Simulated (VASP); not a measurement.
An input for Quantum ESPRESSO's pw.x (written as the equivalent of a VASP run, and not itself run):

```
&CONTROL
  calculation = 'vc-relax'
  pseudo_dir = './pseudo'
  outdir = './out'
  tprnfor = .true.
  tstress = .true.
  nstep = 40
  forc_conv_thr = 0.00078
/
&SYSTEM
  ibrav = 0
  nat = 2
  ntyp = 2
  ecutwfc = 82.3
  occupations = 'smearing'
  smearing = 'methfessel-paxton'
  degauss = 0.00735
  input_dft = 'pbesol'
/
&ELECTRONS
  conv_thr = 7.3e-08
  electron_maxstep = 100
/
&IONS
/
&CELL
  press = 450
/
ATOMIC_SPECIES
  Sr 87.620 Sr.upf
  Te 127.600 Te.upf
CELL_PARAMETERS angstrom
     0.0000000    2.9135004    2.9135004
     2.9135004    0.0000000    2.9135004
     2.9135004    2.9135004    0.0000000
ATOMIC_POSITIONS crystal
  Sr   0.0000000  0.0000000  0.0000000
  Te   0.5000000  0.5000000  0.5000000
K_POINTS automatic
  11 11 11 0 0 0
```

**Question.** Write the VASP files for the same calculation (PBEsol).

**Answer.** Several could match; the one computed here: 
### INCAR
```
PREC = Accurate
LASPH = .True.   ! aspherical one-centre terms
EDIFF = 1E-6   ! SCF stop (eV)
ALGO = Normal
ISMEAR = 1   ! Methfessel-Paxton
LREAL = .False.
SYSTEM = SrTe
ENCUT = 500
NELM = 100
LMAXMIX = 4   ! l cut-off of mixed one-centre charges
PSTRESS = 450   ! kbar
GGA = PS   ! PBEsol
ISIF = 3
LWAVE = .False.
IBRION = 2
SIGMA = 0.1   ! width (eV)
EDIFFG = -0.02
LCHARG = .False.
NSW = 40   ! most ionic steps
```

**POSCAR**
```
SrTe
1
    0.0000000000     2.9135004323     2.9135004323
    2.9135004323     0.0000000000     2.9135004323
    2.9135004323     2.9135004323     0.0000000000
Sr Te
1 1
Direct
  0.0000000000   0.0000000000   0.0000000000
  0.5000000000   0.5000000000   0.5000000000
```

**KPOINTS**
```
Automatic mesh
0
Gamma
11 11 11
0 0 0
```

POTCAR, in this order: Sr_sv Te (PBE.64 set). Program: vasp_std.

What does not carry over: the potentials are each code's own (VASP's PAW set, PseudoDojo norm-conserving files in pw.x), so ENCUT and ecutwfc are chosen apart and not converted; conv_thr bounds pw.x's estimated SCF error, while EDIFF bounds the energy change between steps; forc_conv_thr acts on force components and is met together with etot_conv_thr.

The structure was generated: SrTe was put into the rock salt type (Fm-3m), which need not be its known phase. This run relaxes it under an external pressure of 45 GPa. Symmetry was kept, so distortions that lower it aren't found.
